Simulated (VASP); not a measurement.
VASP input:

### INCAR
```
SYSTEM = Si2W
PREC = Accurate
ENCUT = 300
EDIFF = 1E-6
NELM = 100
ALGO = Normal
LREAL = .FALSE.
LASPH = .TRUE.
ISMEAR = -1
SIGMA = 0.05
LMAXMIX = 6
LWAVE = .FALSE.
LCHARG = .FALSE.
ISIF = 2
```

**KPOINTS**
```
kpoints
0
Gamma
  12 12 12
0 0 0
```

**POSCAR**
```
Si2W
4.5150060
 -0.3560050640   0.3560050640   0.8640143557
  0.3560050640  -0.3560050640   0.8640143557
  0.3560050640   0.3560050640  -0.8640143557
Si W
2 1
Cartesian
 -0.0000000000   0.0000000000   0.5788723380
  0.0000000000  -0.0000000000   1.1491563733
  0.0000000000   0.0000000000   0.0000000000
```

POTCAR, in this order: Si W_sv (LDA.64 set). Program: vasp_std.

Q: Translate this LDA calculation to Quantum ESPRESSO's pw.x.

A: One equivalent input (not run):
```
&CONTROL
  calculation = 'scf'
  pseudo_dir = './pseudo'
  outdir = './out'
  tprnfor = .true.
  tstress = .true.
/
&SYSTEM
  ibrav = 0
  nat = 3
  ntyp = 2
  ecutwfc = 70
  occupations = 'smearing'
  smearing = 'fermi-dirac'
  degauss = 0.003675
  input_dft = 'pz'
/
&ELECTRONS
  conv_thr = 7.3e-08
  electron_maxstep = 100
/
ATOMIC_SPECIES
  Si 28.085 Si.upf
  W 183.840 W.upf
CELL_PARAMETERS angstrom
    -1.6073650    1.6073650    3.9010300
     1.6073650   -1.6073650    3.9010300
     1.6073650    1.6073650   -3.9010300
ATOMIC_POSITIONS crystal
  Si   0.3349900  0.3349900  0.0000000
  Si   0.6650100  0.6650100  0.0000000
  W    0.0000000  0.0000000  0.0000000
K_POINTS automatic
  12 12 12 0 0 0
```
What does not carry over: the potentials are each code's own (VASP's PAW set, PseudoDojo norm-conserving files in pw.x), so ENCUT and ecutwfc are chosen apart and not converted; conv_thr bounds pw.x's estimated SCF error, while EDIFF bounds the energy change between steps.

The structure comes from a computed database's Si2W entry (I4/mmm); how it stands against other phases isn't given here. The cell was not relaxed at this level. The run is one of a series of settings (GGA removed, POTCAR Si W_sv (LDA.64 set) against the base run), some of them coarse on purpose.
